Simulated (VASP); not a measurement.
Computed with PBE GGA with D4 dispersion, VASP's PBE PAW potentials (set 64) (plane waves; VASP 6.6.1).

A VASP calculation is set up with these files.

POSCAR:
```
Lu
1
    1.7451102083    -3.0226196317    -0.0000000000
    1.7451102083     3.0226196317     0.0000000000
    0.0000000000     0.0000000000     5.4497355089
Lu
2
Direct
  0.3333330000   0.6666670000   0.2500000000
  0.6666670000   0.3333330000   0.7500000000
```

### INCAR
```
ALGO=Normal
EDIFF=1E-6
EDIFFG=-0.01
ENCUT=520
GGA=PE
IBRION=2
ISIF=3
ISMEAR=1
IVDW=13
LASPH=T
LCHARG=F
LMAXMIX=6
LREAL=F
LWAVE=F
NELM=100
NSW=60
PREC=Accurate
SIGMA=0.1
SYSTEM=Lu
```

**KPOINTS**
```
K-points
0
gamma
  11 11 6
0 0 0
```

POTCAR, in this order: Lu_3 (PBE.64 set). Program: vasp_std.

The resulting files:

### OSZICAR
```
       N       E                     dE             d eps       ncg     rms          rms(c)
DAV:   1     0.434782415293E+02    0.43478E+02   -0.87837E+03  2981   0.150E+03
DAV:   2    -0.667935925465E+01   -0.50158E+02   -0.48907E+02  2862   0.712E+02
DAV:   3    -0.882316485484E+01   -0.21438E+01   -0.20515E+01  2980   0.633E+01
DAV:   4    -0.890423369369E+01   -0.81069E-01   -0.80162E-01  3088   0.910E+00
DAV:   5    -0.890631704616E+01   -0.20834E-02   -0.20871E-02  2794   0.148E+00    0.255E+01
DAV:   6    -0.889782564348E+01    0.84914E-02   -0.32199E-02  2799   0.420E+00    0.152E+01
DAV:   7    -0.890649318659E+01   -0.86675E-02   -0.61268E-02  2656   0.559E+00    0.380E-01
DAV:   8    -0.890637312225E+01    0.12006E-03   -0.41958E-03  2748   0.941E-01    0.104E-01
DAV:   9    -0.890638128736E+01   -0.81651E-05   -0.19856E-04  2856   0.228E-01    0.287E-02
DAV:  10    -0.890637697672E+01    0.43106E-05   -0.20620E-05  2856   0.724E-02    0.326E-02
DAV:  11    -0.890637738125E+01   -0.40454E-06   -0.69139E-07  1562   0.180E-02
   1 F= -.92762802E+01 E0= -.92772832E+01  d E =-.927628E+01
```

OUTCAR:
```
------------------------ aborting loop because EDIFF is reached ----------------------------------------
  Edisp (eV):   -0.36990
  FORCE on cell =-STRESS in cart. coord.  units (eV):
  Direction    XX          YY          ZZ          XY          YZ          ZX
  --------------------------------------------------------------------------------------
  Total       0.01136     0.01136    -0.01506     0.00000     0.00000     0.00000
  in kB       0.31653     0.31653    -0.41961     0.00000     0.00000     0.00000
  external pressure =        0.07 kB  Pullay stress =        0.00 kB
  volume of cell :       57.49
      direct lattice vectors                 reciprocal lattice vectors
     1.745110208 -3.022619632  0.000000000     0.286514856 -0.165419425  0.000000000
     1.745110208  3.022619632  0.000000000     0.286514856  0.165419425  0.000000000
     0.000000000  0.000000000  5.449735509     0.000000000  0.000000000  0.183495144
 POSITION                                       TOTAL-FORCE (eV/Angst)
 -----------------------------------------------------------------------------------
      1.74511      1.00754      1.36243         0.000000      0.000000      0.000000
      1.74511     -1.00754      4.08730        -0.000000     -0.000000      0.000000
 -----------------------------------------------------------------------------------
    total drift:                                0.000000      0.000069     -0.000012
  FREE ENERGIE OF THE ION-ELECTRON SYSTEM (eV)
  ---------------------------------------------------
  free  energy   TOTEN  =        -9.2762802270 eV

  energy  without entropy=       -9.2792890955  energy(sigma->0) =       -9.27728318

 reached required accuracy - stopping structural energy minimisation
```
(Selected blocks of OUTCAR.)

The compound is Lu in the hcp structure. It was relaxed first. The start is the result of an earlier pass.
